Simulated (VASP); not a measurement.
A VASP calculation is set up with these files.

POSCAR:
```
PbSe
3.0850640
  0.0000000000   0.9999998485   0.9999998485
  0.9999998485   0.0000000000   0.9999998485
  0.9999998485   0.9999998485   0.0000000000
Pb Se
1 1
Direct
  0.0000000000   0.0000000000   0.0000000000
  0.5000000000   0.5000000000   0.5000000000
```

### KPOINTS
```
Automatic mesh
0
Gamma
 8 8 8
```

### INCAR
```
LWAVE=F
LASPH=T   ! aspherical one-centre terms
IVDW=11
ISMEAR=-5   ! tetrahedra, Bloechl
LREAL=F
SYSTEM=PbSe
LMAXMIX=4
NEDOS=601   ! DOS grid
ALGO=Normal
ISIF=2   ! forces and stress, cell fixed
ENCUT=520
EDIFF=1E-7   ! SCF stop (eV)
GGA=PE   ! PBE
PREC=Accurate
NELM=100   ! most electronic steps
LCHARG=T
LORBIT=11   ! lm-projected
```

POTCAR, in this order: Pb_d Se (PBE.64 set). Program: vasp_std.

Write an equivalent input for Quantum ESPRESSO's pw.x.

One equivalent input (not run):
```
&CONTROL
  calculation = 'scf'
  pseudo_dir = './pseudo'
  outdir = './out'
  tprnfor = .true.
  tstress = .true.
/
&SYSTEM
  ibrav = 0
  nat = 2
  ntyp = 2
  ecutwfc = 86
  occupations = 'tetrahedra'
  input_dft = 'pbe'
  vdw_corr = 'grimme-d3'
  dftd3_version = 3
  dftd3_threebody = .false.
/
&ELECTRONS
  conv_thr = 7.3e-09
  electron_maxstep = 100
/
ATOMIC_SPECIES
  Pb 207.200 Pb.upf
  Se 78.971 Se.upf
CELL_PARAMETERS angstrom
     0.0000000    3.0850635    3.0850635
     3.0850635    0.0000000    3.0850635
     3.0850635    3.0850635    0.0000000
ATOMIC_POSITIONS crystal
  Pb   0.0000000  0.0000000  0.0000000
  Se   0.5000000  0.5000000  0.5000000
K_POINTS automatic
  8 8 8 0 0 0
```
The two are equivalent in intent, not identical: the potentials are each code's own (VASP's PAW set, PseudoDojo norm-conserving files in pw.x), so ENCUT and ecutwfc are chosen apart and not converted; conv_thr bounds pw.x's estimated SCF error, while EDIFF bounds the energy change between steps.

The compound is PbSe in the rock salt structure. It was relaxed first.
